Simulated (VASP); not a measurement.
Here is the system:

```xyz
4
Lattice="0.0000 3.4412 3.4412 3.4412 0.0000 3.4412 3.4412 3.4412 0.0000" Properties=species:S:1:pos:R:3 pbc="T T T"
As     0.0000     0.0000     0.0000
Au     3.4412     3.4412     3.4412
Au     1.7206     1.7206     1.7206
Au     5.1619     5.1619     5.1619
```

Computed with PBE GGA, VASP's PBE PAW potentials (set 64) (plane waves; VASP). Numerical set-up: 200 eV cut-off, 5×5×5 Γ-centred mesh, Gaussian smearing of 0.050 eV, potentials As Au.

At this cut-off the stress carries a Pulay error, which pulls relaxed volumes low.

Q: Give the stress tensor in GPa (positive for a compressed cell).

A: 
```
-25.07    0.00    0.00
  0.00  -25.07    0.00
  0.00    0.00  -25.07
```
The pressure is its mean diagonal, -25.07 GPa.

The structure was generated: AsAu3 was put into the D03 type (Fm-3m), which need not be its known phase. The cell was not relaxed at this level. The k-mesh is coarse (spacing up to 0.32 per Å, 2π included), so the numbers may not be converged in it. The run is one of a series of settings (ENCUT = 200 against the base run), some of them coarse on purpose.
